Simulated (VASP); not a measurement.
Computed with PBE GGA with D4 dispersion, VASP's PBE PAW potentials (set 64) (plane waves; VASP).

The input files of a VASP run:

File KPOINTS:
```
Automatic mesh
0
G
9 9 9
0 0 0
```

**POSCAR**
```
HgTe
1.0
  0.0000000000   3.2735676523   3.2735676523
  3.2735676523   0.0000000000   3.2735676523
  3.2735676523   3.2735676523   0.0000000000
Hg Te
1 1
Cart
  0.0000000000   0.0000000000   0.0000000000
  1.6367838262   1.6367838262   1.6367838262
```

INCAR:
```
# general
SYSTEM   =  HgTe
PREC     =  Accurate
ENCUT    =  520
LREAL    =  F
LASPH    =  T

# electronic loop
EDIFF    =  1E-6
NELM     =  100
ALGO     =  Normal
LMAXMIX  =  6

# smearing
ISMEAR   =  1
SIGMA    =  0.1

# functional
GGA      =  PE
IVDW     =  13

# ions
IBRION   =  2
NSW      =  60
ISIF     =  3
EDIFFG   =  -0.01

# output
LWAVE    =  F
LCHARG   =  F
```

POTCAR, in this order: Hg Te (PBE.64 set). Program: vasp_std.

Output

**OUTCAR**
```
 ion  position               nearest neighbor table
   1  0.000  0.000  0.000-   2 2.83   2 2.83   2 2.83   2 2.83
   2  0.250  0.250  0.250-   1 2.83   1 2.83   1 2.83   1 2.83
  LATTYP: Found a face centered cubic cell.
 ALAT       =     6.5471353046
 Subroutine PRICEL returns:
 Original cell was already a primitive cell.
 Subroutine GETGRP returns: Found 24 space group operations
The static configuration has the point symmetry T_d .
The dynamic configuration has the point symmetry T_d .
 Subroutine INISYM returns: Found 24 space group operations
 Subroutine IBZKPT returns following result:
 Found     35 irreducible k-points:

 Following reciprocal coordinates:
            Coordinates               Weight
  0.000000  0.000000  0.000000      1.000000
  0.111111  0.000000  0.000000      8.000000
  0.222222  0.000000  0.000000      8.000000
  0.333333  0.000000  0.000000      8.000000
  0.444444  0.000000  0.000000      8.000000
  0.111111  0.111111  0.000000      6.000000
  0.222222  0.111111  0.000000     24.000000
  0.333333  0.111111  0.000000     24.000000
  0.444444  0.111111  0.000000     24.000000
...
```

### OSZICAR
```
       N       E                     dE             d eps       ncg     rms          rms(c)
DAV:   1     0.108937188202E+03    0.10894E+03   -0.80464E+03   910   0.119E+03
DAV:   2     0.665912538697E+00   -0.10827E+03   -0.10288E+03   970   0.266E+02
DAV:   3    -0.379248822471E+01   -0.44584E+01   -0.44371E+01  1135   0.570E+01
DAV:   4    -0.383705383078E+01   -0.44566E-01   -0.44553E-01  1228   0.516E+00
DAV:   5    -0.383727215903E+01   -0.21833E-03   -0.21833E-03  1120   0.308E-01    0.731E+00
DAV:   6    -0.363743698253E+01    0.19984E+00   -0.49177E-01  1035   0.102E+01    0.582E+00
DAV:   7    -0.363127658973E+01    0.61604E-02   -0.10738E-01  1030   0.256E+00    0.218E+00
DAV:   8    -0.363057919614E+01    0.69739E-03   -0.10883E-02   915   0.140E+00    0.584E-01
DAV:   9    -0.363061683508E+01   -0.37639E-04   -0.83584E-04  1090   0.362E-01    0.131E-01
DAV:  10    -0.363064722262E+01   -0.30388E-04   -0.94918E-05  1003   0.977E-02    0.534E-02
DAV:  11    -0.363066287231E+01   -0.15650E-04   -0.39287E-05   965   0.547E-02    0.349E-02
DAV:  12    -0.363066108156E+01    0.17907E-05   -0.49195E-06  1070   0.212E-02    0.185E-02
DAV:  13    -0.363066101174E+01    0.69820E-07   -0.42261E-07   570   0.427E-03
   1 F= -.43637978E+01 E0= -.43638949E+01  d E =-.436380E+01
```

### OUTCAR
```
------------------------ aborting loop because EDIFF is reached ----------------------------------------
  Edisp (eV):   -0.73314
  FORCE on cell =-STRESS in cart. coord.  units (eV):
  Direction    XX          YY          ZZ          XY          YZ          ZX
  --------------------------------------------------------------------------------------
  Total      -0.01367    -0.01367    -0.01367     0.00000     0.00000    -0.00000
  in kB      -0.31220    -0.31220    -0.31220     0.00000     0.00000    -0.00000
  external pressure =       -0.31 kB  Pullay stress =        0.00 kB
  volume of cell :       70.16
      direct lattice vectors                 reciprocal lattice vectors
     0.000000000  3.273567652  3.273567652    -0.152738557  0.152738557  0.152738557
     3.273567652  0.000000000  3.273567652     0.152738557 -0.152738557  0.152738557
     3.273567652  3.273567652  0.000000000     0.152738557  0.152738557 -0.152738557
 POSITION                                       TOTAL-FORCE (eV/Angst)
 -----------------------------------------------------------------------------------
      0.00000      0.00000      0.00000        -0.000000      0.000000      0.000000
      1.63678      1.63678      1.63678         0.000000     -0.000000     -0.000000
 -----------------------------------------------------------------------------------
    total drift:                               -0.000000     -0.000000     -0.000000
  FREE ENERGIE OF THE ION-ELECTRON SYSTEM (eV)
  ---------------------------------------------------
  free  energy   TOTEN  =        -4.3637977845 eV

  energy  without entropy=       -4.3640889845  energy(sigma->0) =       -4.36389485

 reached required accuracy - stopping structural energy minimisation
```
(Selected blocks of OUTCAR.)

The compound is HgTe in the zinc blende structure. It was relaxed first. The start is the result of an earlier pass.
